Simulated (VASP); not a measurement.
Output of a VASP run:

**OUTCAR**
```
 ion  position               nearest neighbor table
   1  0.000  0.000  0.000-   2 2.39   2 2.39   2 2.39   2 2.39   2 2.39   2 2.39
   2  0.500  0.500  0.500-   1 2.39   1 2.39   1 2.39   1 2.39   1 2.39   1 2.39
  LATTYP: Found a face centered cubic cell.
 ALAT       =     4.7714855396
 Subroutine PRICEL returns:
 Original cell was already a primitive cell.
 Subroutine GETGRP returns: Found 48 space group operations
The static configuration has the point symmetry O_h .
The dynamic configuration has the point symmetry O_h .
 Subroutine INISYM returns: Found 48 space group operations
 Subroutine IBZKPT returns following result:
 Found     35 irreducible k-points:

 Following reciprocal coordinates:
            Coordinates               Weight
  0.000000  0.000000  0.000000      1.000000
  0.111111  0.000000  0.000000      8.000000
  0.222222  0.000000  0.000000      8.000000
  0.333333  0.000000  0.000000      8.000000
  0.444444  0.000000  0.000000      8.000000
  0.111111  0.111111  0.000000      6.000000
  0.222222  0.111111  0.000000     24.000000
  0.333333  0.111111  0.000000     24.000000
  0.444444  0.111111  0.000000     24.000000
 -0.444444  0.111111  0.000000     24.000000
 -0.333333  0.111111  0.000000     24.000000
 -0.222222  0.111111  0.000000     24.000000
 -0.111111  0.111111  0.000000     12.000000
  0.222222  0.222222  0.000000      6.000000
  0.333333  0.222222  0.000000     24.000000
  0.444444  0.222222  0.000000     24.000000
 -0.444444  0.222222  0.000000     24.000000
 -0.333333  0.222222  0.000000     24.000000
 -0.222222  0.222222  0.000000     12.000000
  0.333333  0.333333  0.000000      6.000000
  0.444444  0.333333  0.000000     24.000000
 -0.444444  0.333333  0.000000     24.000000
 -0.333333  0.333333  0.000000     12.000000
  0.444444  0.444444  0.000000      6.000000
 -0.444444  0.444444  0.000000     12.000000
  0.333333  0.222222  0.111111     24.000000
  0.444444  0.222222  0.111111     48.000000
 -0.444444  0.222222  0.111111     48.000000
  0.444444  0.333333  0.111111     24.000000
 -0.444444  0.333333  0.111111     48.000000
 -0.333333  0.333333  0.111111     48.000000
 -0.222222  0.333333  0.111111     24.000000
 -0.444444  0.444444  0.111111     24.000000
 -0.333333  0.444444  0.111111     24.000000
 -0.333333  0.444444  0.222222     24.000000
   k-points           NKPTS =     35   k-points in BZ     NKDIM =     35   number of bands    NBANDS=     12
   number of dos      NEDOS =    301   number of ions     NIONS =      2
   total plane-waves  NPLWV =  21952
   dimension x,y,z NGX =    28 NGY =   28 NGZ =   28
   dimension x,y,z NGXF=    56 NGYF=   56 NGZF=   56
   ions per type =               1   1
   PREC   = accura    normal or accurate (medium, high low for compatibility)
   ISTART =      0    job   : 0-new  1-cont  2-samecut
   ICHARG =      2    charge: 1-file 2-atom 10-const
   ISPIN  =      1    spin polarized calculation?
   LNONCOLLINEAR =      F non collinear calculations
   LSORBIT =      F    spin-orbit coupling
   INIWAV =      1    electr: 0-lowe 1-rand  2-diag
   ENCUT  =  520.0 eV  38.22 Ry    6.18 a.u.   6.27  6.27  6.27*2*pi/ulx,y,z
   NELM   =    100;   NELMIN=  2; NELMDL= -5     # of ELM steps
   EDIFF  = 0.1E-06   stopping-criterion for ELM
   LREAL  =      F    real-space projection
   NLSPLINE    = F    spline interpolate recip. space projectors
   LMAXMIX     =    2 max onsite mixed and CHGCAR
   VOSKOWN=      0    Vosko Wilk Nusair interpolation
   EDIFFG = 0.1E-05   stopping-criterion for IOM
   NSW    =      0    number of steps for IOM
   NBLOCK =      1;   KBLOCK =      1    inner block; outer block
   IBRION =     -1    ionic relax: 0-MD 1-quasi-New 2-CG
   NFREE  =      0    steps in history (QN), initial steepest desc. (CG)
   ISIF   =      2    stress and relaxation
   ISYM   =      2    0-nonsym 1-usesym 2-fastsym
   TEIN   =    0.0    initial temperature
   TEBEG  =    0.0;   TEEND  =   0.0 temperature during run
...
```

**OSZICAR**
```
       N       E                     dE             d eps       ncg     rms          rms(c)
DAV:   1     0.301680551803E+03    0.30168E+03   -0.64378E+05   840   0.124E+06
DAV:   2     0.225231882886E+02   -0.27916E+03   -0.26355E+03  1408   0.909E+02
DAV:   3    -0.706818839013E+02   -0.93205E+02   -0.89661E+02  1620   0.194E+02
DAV:   4    -0.232116164217E+02    0.47470E+02   -0.23747E+02  1552   0.928E+01
DAV:   5    -0.240588348810E+02   -0.84722E+00   -0.16257E+01  1152   0.219E+01    0.794E+00
DAV:   6    -0.240634147804E+02   -0.45799E-02   -0.86499E+01  1064   0.993E+01    0.118E+01
DAV:   7    -0.231340053583E+02    0.92941E+00   -0.36644E+00  1012   0.180E+01    0.907E+00
DAV:   8    -0.223195276656E+02    0.81448E+00   -0.20512E+01   972   0.437E+01    0.657E+00
DAV:   9    -0.218611480045E+02    0.45838E+00   -0.24263E+00   992   0.162E+01    0.299E+00
DAV:  10    -0.218308005817E+02    0.30347E-01   -0.14221E-01  1020   0.361E+00    0.229E+00
DAV:  11    -0.217739847960E+02    0.56816E-01   -0.25150E-01  1000   0.455E+00    0.628E-01
DAV:  12    -0.217813368526E+02   -0.73521E-02   -0.86800E-03   972   0.130E+00    0.550E-01
DAV:  13    -0.217782441405E+02    0.30927E-02   -0.69933E-03   968   0.915E-01    0.235E-01
DAV:  14    -0.217789302966E+02   -0.68616E-03   -0.78833E-03  1000   0.724E-01    0.699E-02
DAV:  15    -0.217790093758E+02   -0.79079E-04   -0.59072E-04  1200   0.213E-01    0.620E-02
DAV:  16    -0.217790124200E+02   -0.30442E-05   -0.12451E-05  1052   0.294E-02    0.628E-02
DAV:  17    -0.217790745234E+02   -0.62103E-04   -0.14626E-04  1160   0.143E-01    0.417E-02
DAV:  18    -0.217790471225E+02    0.27401E-04   -0.85116E-06   864   0.383E-02    0.279E-02
DAV:  19    -0.217790552842E+02   -0.81617E-05   -0.73110E-06  1200   0.270E-02    0.931E-03
DAV:  20    -0.217790520356E+02    0.32486E-05   -0.28191E-07   856   0.707E-03    0.681E-03
DAV:  21    -0.217790521498E+02   -0.11419E-06   -0.50874E-07  1044   0.839E-03    0.231E-03
DAV:  22    -0.217790513698E+02    0.77994E-06   -0.47769E-08   428   0.320E-03    0.151E-03
DAV:  23    -0.217790515506E+02   -0.18077E-06   -0.33754E-08   432   0.243E-03    0.430E-04
DAV:  24    -0.217790511971E+02    0.35350E-06   -0.16374E-08   432   0.192E-03    0.135E-04
DAV:  25    -0.217790512610E+02   -0.63883E-07   -0.22250E-09   424   0.531E-04
   1 F= -.21779051E+02 E0= -.21779051E+02  d E =-.189266E-13
```

**OUTCAR**
```
------------------------ aborting loop because EDIFF is reached ----------------------------------------
  FORCE on cell =-STRESS in cart. coord.  units (eV):
  Direction    XX          YY          ZZ          XY          YZ          ZX
  --------------------------------------------------------------------------------------
  Total        0.6121260      0.6121260      0.6121260      0.0000000      0.0000000      0.0000000
  in kB       36.1119208     36.1119208     36.1119208      0.0000000      0.0000000      0.0000000
  external PRESSURE =      36.1119208 kB  Pullay stress =       0.0000000 kB
  volume of cell :       27.16
      direct lattice vectors                 reciprocal lattice vectors
     0.000000000  2.385742770  2.385742770    -0.209578336  0.209578336  0.209578336
     2.385742770  0.000000000  2.385742770     0.209578336 -0.209578336  0.209578336
     2.385742770  2.385742770  0.000000000     0.209578336  0.209578336 -0.209578336
  FREE ENERGIE OF THE ION-ELECTRON SYSTEM (eV)
  ---------------------------------------------------
  free  energy   TOTEN  =       -21.7790512610 eV

  energy  without entropy=      -21.7790512610  energy(sigma->0) =      -21.77905126
```
(Selected blocks of OUTCAR.)

### POSCAR
```
CaO
1
    0.0000000000     2.3857427698     2.3857427698
    2.3857427698     0.0000000000     2.3857427698
    2.3857427698     2.3857427698     0.0000000000
Ca O
1 1
Direct
  0.0000000000   0.0000000000   0.0000000000
  0.5000000000   0.5000000000   0.5000000000
```

Write an INCAR and KPOINTS that could have produced this output.

One answer among several that fit: the input of the run itself, TPSS meta-GGA, plane waves, VASP's PBE PAW potentials (set 64).

INCAR:
```
# general
SYSTEM   =  CaO
PREC     =  Accurate
ENCUT    =  520   # plane-wave cut-off (eV)
LREAL    =  .FALSE.
LASPH    =  .TRUE.   # aspherical one-centre terms

# electronic loop
EDIFF    =  1E-7   # SCF stop (eV)
NELM     =  100   # most electronic steps
ALGO     =  Normal   # blocked Davidson
LMIXTAU  =  .TRUE.

# smearing
ISMEAR   =  0
SIGMA    =  0.05

# functional
METAGGA  =  TPSS

# ions
ISIF     =  2   # forces and stress, cell fixed

# output
LWAVE    =  .FALSE.
LCHARG   =  .FALSE.
```

**KPOINTS**
```
Automatic mesh
0
Gamma
9 9 9
0 0 0
```

POTCAR, in this order: Ca_sv O (PBE.64 set). Program: vasp_std.

The compound is CaO in the rock salt structure. This cell is one point of a volume scan, at 0.97 of the reference volume.
